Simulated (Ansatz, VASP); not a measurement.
# Cross-check of Ge between VASP and Ansatz, part 3 of 3

One calculation is typed for both programs; each brings its own data sets. How far apart do they land? The cell is taken from a series of runs on this material, whose earlier steps may have relaxed, scaled, displaced or heated it; both programs get it as it stands.

VASP 6.6.1 and Ansatz 0.2.0.

So far. Step 2 (VASP: single point, r2SCAN): The run ends at a pressure of -0.82 GPa. Step 5 (VASP: single point, r2SCAN, spin-orbit coupling): The run ends at a pressure of 0.05 GPa.

## (6) Ansatz: single point, r2SCAN, spin-orbit coupling

Level of this step: Ansatz beside VASP: Kohn-Sham DFT, plane waves, r2SCAN, spin-orbit coupling (Ansatz).

The same cell, functional, mesh and smearing now go to Ansatz, which takes its cutoff from its data sets.

The cell is taken from a series of runs on this material, whose earlier steps may have relaxed, scaled, displaced or heated it; both programs get it as it stands.

Contents of input.yaml:

```yaml
crystal:
  lattice:
    - [0.0, 2.8364011076, 2.8364011076]
    - [2.8364011076, 0.0, 2.8364011076]
    - [2.8364011076, 2.8364011076, 0.0]
  atoms:
    - { symbol: Ge, position: [0.0, 0.0, 0.0] }
    - { symbol: Ge, position: [0.25, 0.25, 0.25] }
kpoints:
  mp_grid: { grid: [10, 10, 10] }
hamiltonian:
  xc: r2scan
  pseudopotentials: { kind: paw_fr, azcp: { folder: soft_1 } }
scf:
  occupations: { method: gaussian, width: 0.01 }
  n_extra_bands: 16
output:
  eigenvalues: true
  eigenstates:
    kpoints:
      - [0.0, 0.0, 0.0]
      - [0.0, 0.003611418, 0.003611418]
      - [0.003611418, 0.0, 0.003611418]
      - [0.003611418, 0.003611418, 0.0]
      - [0.002553658, 0.002553658, 0.005107316]
      - [-0.002553658, 0.002553658, 0.0]
      - [0.002553658, 0.005107316, 0.002553658]
      - [-0.002553658, 0.0, 0.002553658]
      - [0.005107316, 0.002553658, 0.002553658]
      - [0.0, -0.002553658, 0.002553658]
      - [0.004170106, 0.004170106, 0.004170106]
      - [0.0, 0.0, 0.004170106]
      - [0.0, 0.004170106, 0.0]
      - [0.004170106, 0.0, 0.0]
      - [0.0, -0.003611418, -0.003611418]
      - [-0.003611418, 0.0, -0.003611418]
      - [-0.003611418, -0.003611418, 0.0]
      - [-0.002553658, -0.002553658, -0.005107316]
      - [0.002553658, -0.002553658, 0.0]
      - [-0.002553658, -0.005107316, -0.002553658]
      - [0.002553658, 0.0, -0.002553658]
      - [-0.005107316, -0.002553658, -0.002553658]
      - [0.0, 0.002553658, -0.002553658]
      - [-0.004170106, -0.004170106, -0.004170106]
      - [0.0, 0.0, -0.004170106]
      - [0.0, -0.004170106, 0.0]
      - [-0.004170106, 0.0, 0.0]
      - [0.0, 0.013542818, 0.013542818]
      - [0.013542818, 0.0, 0.013542818]
      - [0.013542818, 0.013542818, 0.0]
      - [0.009576218, 0.009576218, 0.019152436]
      - [-0.009576218, 0.009576218, 0.0]
      - [0.009576218, 0.019152436, 0.009576218]
      - [-0.009576218, 0.0, 0.009576218]
      - [0.019152436, 0.009576218, 0.009576218]
      - [0.0, -0.009576218, 0.009576218]
      - [0.015637899, 0.015637899, 0.015637899]
      - [0.0, 0.0, 0.015637899]
      - [0.0, 0.015637899, 0.0]
      - [0.015637899, 0.0, 0.0]
      - [0.0, -0.013542818, -0.013542818]
      - [-0.013542818, 0.0, -0.013542818]
      - [-0.013542818, -0.013542818, 0.0]
      - [-0.009576218, -0.009576218, -0.019152436]
      - [0.009576218, -0.009576218, 0.0]
      - [-0.009576218, -0.019152436, -0.009576218]
      - [0.009576218, 0.0, -0.009576218]
      - [-0.019152436, -0.009576218, -0.009576218]
      - [0.0, 0.009576218, -0.009576218]
      - [-0.015637899, -0.015637899, -0.015637899]
      - [0.0, 0.0, -0.015637899]
      - [0.0, -0.015637899, 0.0]
      - [-0.015637899, 0.0, 0.0]
      - [0.0, 0.0, -0.5]
      - [0.0, 0.003611418, -0.496388582]
      - [0.003611418, 0.0, -0.496388582]
      - [0.003611418, 0.003611418, -0.5]
      - [0.002553658, 0.002553658, -0.494892684]
      - [-0.002553658, 0.002553658, -0.5]
      - [0.002553658, 0.005107316, -0.497446342]
      - [-0.002553658, 0.0, -0.497446342]
      - [0.005107316, 0.002553658, -0.497446342]
      - [0.0, -0.002553658, -0.497446342]
      - [0.004170106, 0.004170106, -0.495829894]
      - [0.0, 0.0, -0.495829894]
      - [0.0, 0.004170106, -0.5]
      - [0.004170106, 0.0, -0.5]
      - [0.0, -0.003611418, -0.503611418]
      - [-0.003611418, 0.0, -0.503611418]
      - [-0.003611418, -0.003611418, -0.5]
      - [-0.002553658, -0.002553658, -0.505107316]
      - [0.002553658, -0.002553658, -0.5]
      - [-0.002553658, -0.005107316, -0.502553658]
      - [0.002553658, 0.0, -0.502553658]
      - [-0.005107316, -0.002553658, -0.502553658]
      - [0.0, 0.002553658, -0.502553658]
      - [-0.004170106, -0.004170106, -0.504170106]
      - [0.0, 0.0, -0.504170106]
      - [0.0, -0.004170106, -0.5]
      - [-0.004170106, 0.0, -0.5]
      - [0.0, 0.013542818, -0.486457182]
      - [0.013542818, 0.0, -0.486457182]
      - [0.013542818, 0.013542818, -0.5]
      - [0.009576218, 0.009576218, -0.480847564]
      - [-0.009576218, 0.009576218, -0.5]
      - [0.009576218, 0.019152436, -0.490423782]
      - [-0.009576218, 0.0, -0.490423782]
      - [0.019152436, 0.009576218, -0.490423782]
      - [0.0, -0.009576218, -0.490423782]
      - [0.015637899, 0.015637899, -0.484362101]
      - [0.0, 0.0, -0.484362101]
      - [0.0, 0.015637899, -0.5]
      - [0.015637899, 0.0, -0.5]
      - [0.0, -0.013542818, -0.513542818]
      - [-0.013542818, 0.0, -0.513542818]
      - [-0.013542818, -0.013542818, -0.5]
      - [-0.009576218, -0.009576218, -0.519152436]
      - [0.009576218, -0.009576218, -0.5]
      - [-0.009576218, -0.019152436, -0.509576218]
      - [0.009576218, 0.0, -0.509576218]
      - [-0.019152436, -0.009576218, -0.509576218]
      - [0.0, 0.009576218, -0.509576218]
      - [-0.015637899, -0.015637899, -0.515637899]
      - [0.0, 0.0, -0.515637899]
      - [0.0, -0.015637899, -0.5]
      - [-0.015637899, 0.0, -0.5]
      - [0.0, 0.401612829, 0.401612829]
      - [0.0, 0.405224247, 0.405224247]
      - [0.003611418, 0.401612829, 0.405224247]
      - [0.003611418, 0.405224247, 0.401612829]
      - [0.002553658, 0.404166487, 0.406720145]
      - [-0.002553658, 0.404166487, 0.401612829]
      - [0.002553658, 0.406720145, 0.404166487]
      - [-0.002553658, 0.401612829, 0.404166487]
      - [0.005107316, 0.404166487, 0.404166487]
      - [0.0, 0.39905917, 0.404166487]
      - [0.004170106, 0.405782935, 0.405782935]
      - [0.0, 0.401612829, 0.405782935]
      - [0.0, 0.405782935, 0.401612829]
      - [0.004170106, 0.401612829, 0.401612829]
      - [0.0, 0.398001411, 0.398001411]
      - [-0.003611418, 0.401612829, 0.398001411]
      - [-0.003611418, 0.398001411, 0.401612829]
      - [-0.002553658, 0.39905917, 0.396505512]
      - [0.002553658, 0.39905917, 0.401612829]
      - [-0.002553658, 0.396505512, 0.39905917]
      - [0.002553658, 0.401612829, 0.39905917]
      - [-0.005107316, 0.39905917, 0.39905917]
      - [0.0, 0.404166487, 0.39905917]
      - [-0.004170106, 0.397442722, 0.397442722]
      - [0.0, 0.401612829, 0.397442722]
      - [0.0, 0.397442722, 0.401612829]
      - [-0.004170106, 0.401612829, 0.401612829]
      - [0.0, 0.415155646, 0.415155646]
      - [0.013542818, 0.401612829, 0.415155646]
      - [0.013542818, 0.415155646, 0.401612829]
      - [0.009576218, 0.411189047, 0.420765265]
      - [-0.009576218, 0.411189047, 0.401612829]
      - [0.009576218, 0.420765265, 0.411189047]
      - [-0.009576218, 0.401612829, 0.411189047]
      - [0.019152436, 0.411189047, 0.411189047]
      - [0.0, 0.39203661, 0.411189047]
      - [0.015637899, 0.417250727, 0.417250727]
      - [0.0, 0.401612829, 0.417250727]
      - [0.0, 0.417250727, 0.401612829]
      - [0.015637899, 0.401612829, 0.401612829]
      - [0.0, 0.388070011, 0.388070011]
      - [-0.013542818, 0.401612829, 0.388070011]
      - [-0.013542818, 0.388070011, 0.401612829]
      - [-0.009576218, 0.39203661, 0.382460392]
      - [0.009576218, 0.39203661, 0.401612829]
      - [-0.009576218, 0.382460392, 0.39203661]
      - [0.009576218, 0.401612829, 0.39203661]
      - [-0.019152436, 0.39203661, 0.39203661]
      - [0.0, 0.411189047, 0.39203661]
      - [-0.015637899, 0.38597493, 0.38597493]
      - [0.0, 0.401612829, 0.38597493]
      - [0.0, 0.38597493, 0.401612829]
      - [-0.015637899, 0.401612829, 0.401612829]
      - [0.0, 0.0, 0.0]
      - [0.0, 0.003611418, 0.003611418]
      - [0.003611418, 0.0, 0.003611418]
      - [0.003611418, 0.003611418, 0.0]
      - [0.002553658, 0.002553658, 0.005107316]
      - [-0.002553658, 0.002553658, 0.0]
      - [0.002553658, 0.005107316, 0.002553658]
      - [-0.002553658, 0.0, 0.002553658]
      - [0.005107316, 0.002553658, 0.002553658]
      - [0.0, -0.002553658, 0.002553658]
      - [0.004170106, 0.004170106, 0.004170106]
      - [0.0, 0.0, 0.004170106]
      - [0.0, 0.004170106, 0.0]
      - [0.004170106, 0.0, 0.0]
      - [0.0, -0.003611418, -0.003611418]
      - [-0.003611418, 0.0, -0.003611418]
      - [-0.003611418, -0.003611418, 0.0]
      - [-0.002553658, -0.002553658, -0.005107316]
      - [0.002553658, -0.002553658, 0.0]
      - [-0.002553658, -0.005107316, -0.002553658]
      - [0.002553658, 0.0, -0.002553658]
      - [-0.005107316, -0.002553658, -0.002553658]
      - [0.0, 0.002553658, -0.002553658]
      - [-0.004170106, -0.004170106, -0.004170106]
      - [0.0, 0.0, -0.004170106]
      - [0.0, -0.004170106, 0.0]
      - [-0.004170106, 0.0, 0.0]
      - [0.0, 0.013542818, 0.013542818]
      - [0.013542818, 0.0, 0.013542818]
      - [0.013542818, 0.013542818, 0.0]
      - [0.009576218, 0.009576218, 0.019152436]
      - [-0.009576218, 0.009576218, 0.0]
      - [0.009576218, 0.019152436, 0.009576218]
      - [-0.009576218, 0.0, 0.009576218]
      - [0.019152436, 0.009576218, 0.009576218]
      - [0.0, -0.009576218, 0.009576218]
      - [0.015637899, 0.015637899, 0.015637899]
      - [0.0, 0.0, 0.015637899]
      - [0.0, 0.015637899, 0.0]
      - [0.015637899, 0.0, 0.0]
      - [0.0, -0.013542818, -0.013542818]
      - [-0.013542818, 0.0, -0.013542818]
      - [-0.013542818, -0.013542818, 0.0]
      - [-0.009576218, -0.009576218, -0.019152436]
      - [0.009576218, -0.009576218, 0.0]
      - [-0.009576218, -0.019152436, -0.009576218]
      - [0.009576218, 0.0, -0.009576218]
      - [-0.019152436, -0.009576218, -0.009576218]
      - [0.0, 0.009576218, -0.009576218]
      - [-0.015637899, -0.015637899, -0.015637899]
      - [0.0, 0.0, -0.015637899]
      - [0.0, -0.015637899, 0.0]
      - [-0.015637899, 0.0, 0.0]
magnetization:
  noncollinear: true
  spin_orbit: true
checkpoint:
  read: start.run
  write: ck
  compress: false
  write_wavefunctions: false
  write_every: 100000
```

On the command line:

```console
$ ansatz run input.yaml --threads 4 --pin off --max-ram 16384MiB --backend cpu --events-out ev --progress --plain --runs-dir out
```

Numbers of over 12 decimals in the logs are rounded to 6 here.

The program printed:

```text
[...]
non-collinear run that drives no moment, with spin-orbit: no starting moment large enough to seed its density (crystal.atoms[].spin), no starting occupations that ask for one, no magnetisation constraint and no magnetic field, so the semilocal B_xc is pinned to zero
Crystal: 2 atoms, lattice volume = 45.639 Å³
[...]
k-point 0: bands = [... 24 lower, 8.3342, 8.3342, 8.3342, 8.3342, 8.6075, 8.6075, 10.8243, 10.8243, ... 12 higher]
  k-point 1: bands = [... 24 lower, 7.9068, 7.9068, 8.0933, 8.0933, 9.5149, 9.5149, 11.2110, 11.2110, ... 12 higher]
  k-point 2: bands = [... 24 lower, 7.4469, 7.4469, 7.6306, 7.6306, 9.3459, 9.3459, 11.8074, 11.8074, ... 12 higher]
  k-point 46: bands = [... 24 lower, 4.2541, 4.2541, 4.3259, 4.3259, 11.8888, 11.8888, 11.9571, 11.9571, ... 12 higher]
[key lines of the parts left out:]
SCF converged after 2 iterations
Magnetization: |M| = 0.0000 μB,  M = (+0.0000, +0.0000, +0.0000) μB
Free energy (F): -8600.363302 eV
Fermi energy:    8.470986 eV
```

## (7) Side by side

What differs besides the data sets and the points named for the pairs above, as far as they apply: spin-orbit coupling enters by fully relativistic files in Ansatz and inside the spheres in VASP. Total energies have different zeros and are not compared.

Compared:

```tsv
quantity	Ansatz	VASP	difference
gap on the k mesh (eV)	0.273	0.232	+0.041
```

A gap on the mesh is an upper bound, since the band edges may lie between its points.

## (8) Results

```json
{"difference in gap on the k mesh (single point, r2SCAN)": "0.038 eV", "difference in gap on the k mesh (single point, r2SCAN, spin-orbit coupling)": "0.041 eV"}
```

The difference in gap on the k mesh is 0.041 eV (single point, r2SCAN, spin-orbit coupling), within the 0.08 eV picked in this series as the mark of a large difference. How closely two codes agree says nothing of how well the functional describes the real material.

[Lines on the potential files, build, host, timing and source positions are cut from VASP's logs without a mark.]

[Logs are printed without paths, hosts, clocks, repeated set-up lines and the standing remarks that a program may print on its own settings, such as how far it seeks lower states.]

[Hosts, paths, dates, database ids (printed as entryN), source tags and the programs' standing remarks are cut or masked in the printed files.]
